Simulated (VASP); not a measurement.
An input for Quantum ESPRESSO's pw.x (written as the equivalent of a VASP run, and not itself run):

```
&CONTROL
  calculation = 'vc-relax'
  pseudo_dir = './pseudo'
  outdir = './out'
  tprnfor = .true.
  tstress = .true.
  nstep = 60
  forc_conv_thr = 0.00078
/
&SYSTEM
  ibrav = 0
  nat = 8
  ntyp = 3
  ecutwfc = 84
  occupations = 'smearing'
  smearing = 'methfessel-paxton'
  degauss = 0.00735
  input_dft = 'pbesol'
/
&ELECTRONS
  conv_thr = 7.3e-08
  electron_maxstep = 100
/
&IONS
/
&CELL
/
ATOMIC_SPECIES
  Ti 47.867 Ti.upf
  N 14.007 N.upf
  C 12.011 C.upf
CELL_PARAMETERS angstrom
     0.0000000    2.1148587    2.1148587
     2.1148587    0.0000000    2.1148587
     8.4568324    8.4568324    0.0026026
ATOMIC_POSITIONS crystal
  Ti   0.0003001  0.0003001  0.9997750
  Ti   0.9974387  0.9974387  0.2519210
  Ti   0.0025613  0.0025613  0.4980790
  Ti   0.9996999  0.9996999  0.7502250
  N    0.4956783  0.4956783  0.1282413
  N    0.5000000  0.5000000  0.3750000
  N    0.5043217  0.5043217  0.6217587
  C    0.5000000  0.5000000  0.8750000
K_POINTS automatic
  11 11 3 0 0 0
```

Translate this input to VASP (INCAR, KPOINTS, POSCAR, choice of POTCAR).

Several could match; the one computed here: 
File KPOINTS:
```
Automatic mesh
0
Gamma
11 11 3
0 0 0
```

File POSCAR:
```
Ti4CN3
1
    0.0000000000     2.1148587500     2.1148587500
    2.1148587500     0.0000000000     2.1148587500
    8.4568324428     8.4568324428     0.0026025573
Ti N C
4 3 1
Direct
  0.0003000534   0.0003000534   0.9997749599
  0.9974387009   0.9974387009   0.2519209744
  0.0025612991   0.0025612991   0.4980790256
  0.9996999466   0.9996999466   0.7502250401
  0.4956783151   0.4956783151   0.1282412636
  0.5000000000   0.5000000000   0.3750000000
  0.5043216849   0.5043216849   0.6217587364
  0.5000000000   0.5000000000   0.8750000000
```

INCAR:
```
! general
SYSTEM =Ti4CN3
PREC   =Accurate
ENCUT  =520
LREAL  =.FALSE.
LASPH  =.TRUE.

! electronic loop
EDIFF  =1E-6
NELM   =100
ALGO   =Normal
LMAXMIX=4

! smearing
ISMEAR =1
SIGMA  =0.1

! functional
GGA    =PS

! ions
IBRION =2
NSW    =60
ISIF   =3
EDIFFG =-0.02

! output
LWAVE  =.FALSE.
LCHARG =.FALSE.
```

POTCAR, in this order: Ti_sv N C (PBE.64 set). Program: vasp_std.

Limits of the translation: the potentials are each code's own (VASP's PAW set, PseudoDojo norm-conserving files in pw.x), so ENCUT and ecutwfc are chosen apart and not converted; conv_thr bounds pw.x's estimated SCF error, while EDIFF bounds the energy change between steps; forc_conv_thr acts on force components and is met together with etot_conv_thr.

The structure was generated: Ti4CN3 was put into an ordered model structure (R-3m), which need not be its known phase. This run relaxes it. Symmetry was kept, so distortions that lower it aren't found. The start is the result of an earlier pass.
